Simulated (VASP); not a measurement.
The cell holds one Bi$_{2}$Te$_{3}$ (tetradymite) bilayer, with vacuum along c. Ionisation potential and electron affinity count from the cell's own band edges, surface states included.

Data:

```
Bi2Te3
1.0
    4.34119     0.00000     0.00000
   -2.17059     3.75958     0.00000
    0.00000     0.00000    33.31676
Bi Te
4 6
Direct
  0.33333   0.66667   0.28862
  0.00000   0.00000   0.59071
  0.00000   0.00000   0.40929
  0.66667   0.33333   0.71138
  0.00000   0.00000   0.23766
  0.66667   0.33333   0.34905
  0.33333   0.66667   0.46121
  0.66667   0.33333   0.53879
  0.33333   0.66667   0.65095
  0.00000   0.00000   0.76234
```

These are LDA (Ceperley-Alder, Perdew-Zunger), VASP's LDA PAW potentials (set 64) (plane waves; VASP) values and carry that method's errors. Run with 400 eV cut-off, 12×12×1 Γ-centred mesh, Gaussian smearing of 0.050 eV, potentials Bi_d Te.

Unless said otherwise, spin-orbit coupling is left out, though it shifts the bands of the heavy elements here.

Problem. Predict its energy to cut it from the bulk, per area, ionisation potential, electron affinity, band gap (on the k-mesh).

Solution. 
The energy to cut it from the bulk, per area is 19.8 meV/Å² and the ionisation potential is 5.25 eV. The electron affinity is 4.75 eV and the band gap (on the k-mesh) is 0.50 eV.

The cell is a sheet with vacuum, built from Bi2Te3 (tetradymite).
